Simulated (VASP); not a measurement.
# OH on Ni(111): which site?, part 4 of 8

Which site of Ni(111) does OH prefer, and what does it do to the work function?

VASP 6.6.1, plane waves and PAW; the level of theory is named at each step.

So far. Step 4 (Relaxing the slab): The run ended after 6 ionic steps, 0.032 eV below its first step, once the forces on the free atoms met EDIFFG = -0.03. Step 5 (Vacuum level and density of states): The vacuum level lies 4.95 eV above the Fermi level at the upper face; both faces agree, as the slab has next to no dipole.

## (6) The free molecule

This step: PBE, spin-polarised, with small moments to start from; plane waves and PAW (O, H) (VASP 6.6.1).

System of this step: HO (OH). The cell holds 2 atoms: 1 O and 1 H. Cell: a = 11.000 Å, b = 11.500 Å, c = 13.000 Å, α = 90.0°, β = 90.0°, γ = 90.0°. Vacuum lies along a, b and c.

The adsorption energy needs the molecule on its own, relaxed in a large box with the same cutoff and functional.

The input, INCAR:

```
SYSTEM = HO
PREC = Normal
ENCUT = 440
EDIFF = 1E-05
NELM = 120
ISMEAR = 0
SIGMA = 0.01
LREAL = .FALSE.
ALGO = Normal
GGA = PE
NBANDS = 12
ISPIN = 2
MAGMOM = 0.6 0.6
LORBIT = 11
LWAVE = .FALSE.
LCHARG = .FALSE.
NCORE = 4
IBRION = 2
NSW = 30
ISIF = 2
EDIFFG = -0.03
POTIM = 0.4
MAXMIX = 40
ISYM = 0
```

The input, POSCAR:

```
HO
1.0
   11.0000000000      0.0000000000      0.0000000000
    0.0000000000     11.5000000000      0.0000000000
    0.0000000000      0.0000000000     13.0000000000
O H
1 1
Direct
    0.5000000000      0.5000000000      0.4623076900
    0.5000000000      0.5000000000      0.5376923100
```

The input, KPOINTS:

```
Automatic mesh
0
Gamma
1 1 1
0 0 0
```

PAW data sets: O and H (PBE family, release 64).

Command:

```bash
$ mpirun -np 4 vasp_gam
```

What it wrote:

```text
[banner, memory and clock lines left out]
running    4 mpi-ranks, on    1 nodes
 distrk:  each k-point on    4 cores,    1 groups
 distr:  one band on    4 cores,    1 groups

 POSCAR found type information on POSCAR O H
 POSCAR found :  2 types and       2 ions
 LDA part: xc-table for (Slater+PW92), standard interpolation
 POSCAR, INCAR and KPOINTS ok, starting setup
 FFT: planning ... GRIDC
 FFT: planning ... GRID_SOFT
 FFT: planning ... GRID
 WAVECAR not read
 entering main loop
       N       E                     dE             d eps       ncg     rms          rms(c)
DAV:   1     0.600517733778E+02    0.60052E+02   -0.12343E+03    64   0.212E+02
DAV:   2     0.973264298827E+01   -0.50319E+02   -0.49736E+02    92   0.541E+01
DAV:   3    -0.683110522932E+01   -0.16564E+02   -0.16530E+02    68   0.403E+01
DAV:   4    -0.770330558359E+01   -0.87220E+00   -0.86909E+00    60   0.106E+01
DAV:   5    -0.771145044211E+01   -0.81449E-02   -0.76664E-02    52   0.100E+00    0.608E+00
DAV:   6    -0.708533176798E+01    0.62612E+00   -0.24817E+00    48   0.748E+00    0.570E+00
DAV:   7    -0.759126966647E+01   -0.50594E+00   -0.36028E-01    52   0.365E+00    0.345E+00
DAV:   8    -0.765224104025E+01   -0.60971E-01   -0.72478E-02    52   0.132E+00    0.190E+00
DAV:   9    -0.768311928025E+01   -0.30878E-01   -0.55041E-02    60   0.146E+00    0.382E-01
DAV:  10    -0.770297388755E+01   -0.19855E-01   -0.44655E-03    56   0.430E-01    0.122E-01
DAV:  11    -0.771342265027E+01   -0.10449E-01   -0.67098E-04    48   0.135E-01    0.815E-02
DAV:  12    -0.771813919735E+01   -0.47165E-02   -0.13806E-03    56   0.171E-01    0.458E-02
DAV:  13    -0.772004453918E+01   -0.19053E-02   -0.32810E-04    56   0.789E-02    0.371E-02
DAV:  14    -0.772350694716E+01   -0.34624E-02   -0.91947E-04    52   0.117E-01    0.419E-02
DAV:  15    -0.772417137591E+01   -0.66443E-03   -0.15982E-04    64   0.549E-02    0.460E-02
DAV:  16    -0.772378954190E+01    0.38183E-03   -0.48187E-05    48   0.348E-02    0.435E-02
DAV:  17    -0.772302669075E+01    0.76285E-03   -0.48524E-04    48   0.813E-02    0.368E-02
DAV:  18    -0.772334434372E+01   -0.31765E-03   -0.51251E-04    48   0.901E-02    0.355E-02
DAV:  19    -0.772170191056E+01    0.16424E-02   -0.77218E-03    56   0.330E-01    0.459E-02
DAV:  20    -0.772242543786E+01   -0.72353E-03   -0.30693E-03    48   0.221E-01    0.453E-02
DAV:  21    -0.772325694805E+01   -0.83151E-03   -0.29324E-03    52   0.222E-01    0.400E-02
DAV:  22    -0.771399872012E+01    0.92582E-02   -0.61788E-02    52   0.965E-01    0.120E-01
DAV:  23    -0.771334316373E+01    0.65556E-03   -0.40868E-02    52   0.796E-01    0.180E-01
DAV:  24    -0.772163474228E+01   -0.82916E-02   -0.69832E-04    56   0.187E-01    0.153E-01
DAV:  25    -0.772157199551E+01    0.62747E-04   -0.21410E-02    52   0.609E-01    0.872E-02
DAV:  26    -0.772466238712E+01   -0.30904E-02   -0.12564E-03    52   0.187E-01    0.845E-02
DAV:  27    -0.772197011417E+01    0.26923E-02   -0.13942E-02    52   0.447E-01    0.908E-02
DAV:  28    -0.772434223675E+01   -0.23721E-02   -0.18539E-03    56   0.190E-01    0.811E-02
DAV:  29    -0.772555855573E+01   -0.12163E-02   -0.76931E-05    56   0.577E-02    0.748E-02
DAV:  30    -0.772526323296E+01    0.29532E-03   -0.39582E-04    48   0.777E-02    0.899E-02
DAV:  31    -0.772549669628E+01   -0.23346E-03   -0.19714E-03    48   0.178E-01    0.707E-02
DAV:  32    -0.772568938348E+01   -0.19269E-03   -0.60497E-04    48   0.107E-01    0.598E-02
DAV:  33    -0.772391042421E+01    0.17790E-02   -0.98000E-03    48   0.405E-01    0.419E-02
DAV:  34    -0.772587406852E+01   -0.19636E-02   -0.35408E-04    52   0.127E-01    0.322E-02
DAV:  35    -0.772598656737E+01   -0.11250E-03   -0.13826E-03    48   0.141E-01    0.427E-02
DAV:  36    -0.772560887015E+01    0.37770E-03   -0.25440E-03    48   0.198E-01    0.419E-02
DAV:  37    -0.772580510621E+01   -0.19624E-03   -0.12052E-03    48   0.140E-01    0.335E-02
DAV:  38    -0.772604393809E+01   -0.23883E-03   -0.27963E-04    48   0.744E-02    0.200E-02
DAV:  39    -0.772617317684E+01   -0.12924E-03   -0.18486E-04    52   0.555E-02    0.753E-03
DAV:  40    -0.772612731120E+01    0.45866E-04   -0.15371E-04    48   0.475E-02    0.693E-03
DAV:  41    -0.772618902650E+01   -0.61715E-04   -0.43730E-05    60   0.259E-02    0.356E-03
DAV:  42    -0.772621770688E+01   -0.28680E-04   -0.51116E-06    48   0.110E-02    0.206E-03
DAV:  43    -0.772621324506E+01    0.44618E-05   -0.22080E-05    56   0.177E-02
   1 F= -.77262132E+01 E0= -.77262132E+01  d E =-.772621E+01  mag=     1.0000
 curvature:   0.00 expect dE= 0.000E+00 dE for cont linesearch  0.000E+00
 trial: gam= 0.00000 g(F)=  0.960E-02 g(S)=  0.000E+00 ort = 0.000E+00 (trialstep = 0.100E+01)
 search vector abs. value=  0.960E-02
 bond charge predicted
       N       E                     dE             d eps       ncg     rms          rms(c)
DAV:   1    -0.771633074003E+01    0.98870E-02   -0.12504E+00    64   0.727E+00    0.454E-01
DAV:   2    -0.760963839222E+01    0.10669E+00   -0.61040E-01    48   0.357E+00    0.135E+00
DAV:   3    -0.769749106031E+01   -0.87853E-01   -0.52326E-02    48   0.138E+00    0.493E-01
DAV:   4    -0.769594299291E+01    0.15481E-02   -0.31845E-01    48   0.215E+00    0.776E-01
DAV:   5    -0.767659085847E+01    0.19352E-01   -0.37221E-01    48   0.236E+00    0.518E-01
DAV:   6    -0.762842259190E+01    0.48168E-01   -0.40047E-01    48   0.267E+00    0.157E+00
DAV:   7    -0.768633356029E+01   -0.57911E-01   -0.56218E-01    48   0.340E+00    0.394E-01
DAV:   8    -0.770415842196E+01   -0.17825E-01   -0.16340E-01    48   0.156E+00    0.411E-01
DAV:   9    -0.771173811323E+01   -0.75797E-02   -0.51901E-03    56   0.358E-01    0.462E-01
DAV:  10    -0.771449223191E+01   -0.27541E-02   -0.65225E-04    48   0.163E-01    0.380E-01
DAV:  11    -0.771445474874E+01    0.37483E-04   -0.19736E-02    48   0.621E-01    0.906E-02
DAV:  12    -0.771814032805E+01   -0.36856E-02   -0.12080E-03    48   0.193E-01    0.392E-02
DAV:  13    -0.771839084674E+01   -0.25052E-03   -0.20026E-03    48   0.173E-01    0.567E-02
DAV:  14    -0.771746868071E+01    0.92217E-03   -0.47190E-03    56   0.279E-01    0.146E-01
DAV:  15    -0.771888382218E+01   -0.14151E-02   -0.24402E-04    56   0.107E-01    0.918E-02
DAV:  16    -0.771895198413E+01   -0.68162E-04   -0.13085E-04    60   0.429E-02    0.804E-02
DAV:  17    -0.771897771779E+01   -0.25734E-04   -0.25170E-04    48   0.589E-02    0.727E-02
DAV:  18    -0.771909963208E+01   -0.12191E-03   -0.40847E-05    52   0.326E-02    0.541E-02
DAV:  19    -0.771916463060E+01   -0.64999E-04   -0.22534E-04    52   0.752E-02    0.917E-03
DAV:  20    -0.771926124220E+01   -0.96612E-04   -0.37960E-05    48   0.322E-02    0.719E-03
DAV:  21    -0.771926394160E+01   -0.26994E-05   -0.38007E-06    48   0.875E-03
   2 F= -.77192639E+01 E0= -.77192639E+01  d E =0.694930E-02  mag=     1.0000
 trial-energy change:    0.006949  1 .order    0.006431   -0.009599    0.022461
 step:   0.2799(harm=  0.2994)  dis= 0.00381  next Energy=    -7.727545 (dE=-0.133E-02)
 bond charge predicted
       N       E                     dE             d eps       ncg     rms          rms(c)
DAV:   1    -0.772593076740E+01   -0.66695E-02   -0.64688E-01    64   0.523E+00    0.317E-01
DAV:   2    -0.769146314576E+01    0.34468E-01   -0.32896E-01    52   0.230E+00    0.471E-01
DAV:   3    -0.772520708000E+01   -0.33744E-01   -0.86912E-03    48   0.600E-01    0.170E-01
DAV:   4    -0.772557863903E+01   -0.37156E-03   -0.54902E-03    56   0.312E-01    0.385E-02
DAV:   5    -0.772740451305E+01   -0.18259E-02   -0.51240E-04    60   0.126E-01    0.283E-02
DAV:   6    -0.772730080401E+01    0.10371E-03   -0.24164E-04    48   0.707E-02    0.447E-02
DAV:   7    -0.772731875942E+01   -0.17955E-04   -0.42710E-04    48   0.902E-02    0.163E-02
DAV:   8    -0.772754513401E+01   -0.22637E-03   -0.22836E-05    52   0.361E-02    0.342E-03
DAV:   9    -0.772752563218E+01    0.19502E-04   -0.88245E-05    52   0.404E-02    0.538E-03
DAV:  10    -0.772755391587E+01   -0.28284E-04   -0.16846E-05    52   0.217E-02    0.527E-03
DAV:  11    -0.772755606623E+01   -0.21504E-05   -0.64004E-06    48   0.121E-02
   3 F= -.77275561E+01 E0= -.77275561E+01  d E =-.134282E-02  mag=     1.0000
 curvature:  -0.15 expect dE=-0.111E-09 dE for cont linesearch -0.111E-09
 trial: gam= 0.00000 g(F)=  0.741E-09 g(S)=  0.000E+00 ort =-0.267E-05 (trialstep = 0.856E+00)
 search vector abs. value=  0.841E-09
 reached required accuracy - stopping structural energy minimisation
```

Run time: 53 s. Hardware: 4 MPI ranks of Intel Xeon Platinum 8488C (Sapphire Rapids), shared host; peak memory 1.1 GiB; 2.9 min of CPU time.

OUTCAR, selected parts (step 6):

```text
   k-points           NKPTS =      1   k-points in BZ     NKDIM =      1   number of bands    NBANDS=     12

   ENCUT  =  440.0 eV  32.34 Ry    5.69 a.u.  18.81 19.67 22.23*2*pi/ulx,y,z

   NELECT =       7.0000    total number of electrons

 E-fermi :  -7.1667

 spin component 1
 k-point     1 :       0.0000    0.0000    0.0000
  band No.  band energies     occupation
      1     -25.3806      1.00000
      2     -11.5893      1.00000
      3      -9.9306      1.00000
      4      -7.9284      1.00000
      5      -0.8523      0.00000
      6       0.2424      0.00000
      7       0.6974      0.00000
      8       0.8388      0.00000
      9       0.9196      0.00000
    ...

 spin component 2
 k-point     1 :       0.0000    0.0000    0.0000
  band No.  band energies     occupation
      1     -23.7804      1.00000
      2     -10.9311      1.00000
      3      -7.2728      1.00000
      4      -6.3998      0.00000
      5      -0.7287      0.00000
      6       0.2718      0.00000
      7       0.7140      0.00000
      8       0.9248      0.00000
    ...

  Total       -0.3301257     -0.2729114     -0.2877489      0.0119346      0.0000000      0.0000000
  in kB       -0.3216296     -0.2658877     -0.2803434      0.0116274      0.0000000      0.0000000
  external PRESSURE =      -0.2892869 kB  Pullay stress =       0.0000000 kB

 POSITION                                       TOTAL-FORCE (eV/Angst)
 -----------------------------------------------------------------------------------
      5.50000      5.75000      6.00619         0.000000     -0.000000      0.000098
      5.50000      5.75000      6.99381        -0.000000      0.000000     -0.000098
 -----------------------------------------------------------------------------------
    total drift:                                0.000000      0.000000     -0.004216

  FREE ENERGIE OF THE ION-ELECTRON SYSTEM (eV)
  ---------------------------------------------------
  free  energy   TOTEN  =        -7.7275560662 eV

  energy  without entropy=       -7.7275560662  energy(sigma->0) =       -7.72755607

 magnetization (x)
# of ion       s       p       d       tot
------------------------------------------
    1        0.012   0.762   0.000   0.774
    2       -0.016   0.009   0.000  -0.006
--------------------------------------------------
tot         -0.004   0.772   0.000   0.768

[... 1 part as in an earlier step ...]

[... 7 further parts left out ...]
```

CONTCAR:

```
HO
   1.00000000000000
    11.0000000000000000    0.0000000000000000    0.0000000000000000
     0.0000000000000000   11.5000000000000000    0.0000000000000000
     0.0000000000000000    0.0000000000000000   13.0000000000000000
  O               H
     1     1
Direct
     0.5000000000666893    0.4999999999093527    0.4620146883209057
     0.4999999999333107    0.5000000000906473    0.5379853116790942
```

Relaxation path:

```
step  energy less that of the first step (eV)  largest force (eV/Å)
   1                                   0.0000                0.3527
   2                                   0.0069                0.8252
   3                                  -0.0013                0.0001
```

This step gave:

| Property | Result |
| --- | --- |
| electronic cycles | 75 |
| electrons | 7 |
| free energy (TOTEN) | -7.728 eV |
| moment of the cell, from the last line of the log | 1 μB |
| gap between the highest filled and lowest empty level | 0.8730 eV |

Spin moment in the PAW sphere by atom:

```
atom  spin moment in the PAW sphere (μB)
  O1                               0.774
  H2                              -0.006
```

The run ended after 3 ionic steps, 0.001 eV below its first step, once the forces on the free atoms met EDIFFG = -0.03.

Energy at zero smearing: -7.72756 eV.

(Continued in part 5 of 8.)

[Lines on the potential files, build, host, timing and source positions are cut from VASP's logs without a mark.]

[Logs are printed without paths, hosts, clocks, repeated set-up lines and the standing remarks that a program may print on its own settings, such as how far it seeks lower states.]

[Hosts, paths, dates, database ids (printed as entryN), source tags and the programs' standing remarks are cut or masked in the printed files.]

[Runs that stopped without an error message from VASP are left out.]
